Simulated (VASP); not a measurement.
Here is the system:

```
CELL_PARAMETERS angstrom
      1.83620    -3.18040     0.00000
      1.83620     3.18040     0.00000
      0.00000     0.00000     6.38185
ATOMIC_POSITIONS crystal
  Ti 0.00000 0.00000 0.00000
  Se 0.33333 0.66667 0.24291
  Se 0.66667 0.33333 0.75709
```

Level of theory: vdW-DF2, VASP's PBE PAW potentials (set 64) (plane waves; VASP). Settings: 520 eV cut-off, Gaussian smearing of 0.050 eV, potentials Ti_sv Se.

### Question
Estimate the band gap (along the path) with the smallest direct gap where there is one.

### Answer

The band gap (along the path) is none (metal, semimetal or under 0.01 eV).

Only differences to runs with the same potentials and settings are physical.

The compound is TiSe2 in the 1T layered structure. It was relaxed first, which changed the volume by +14 %.
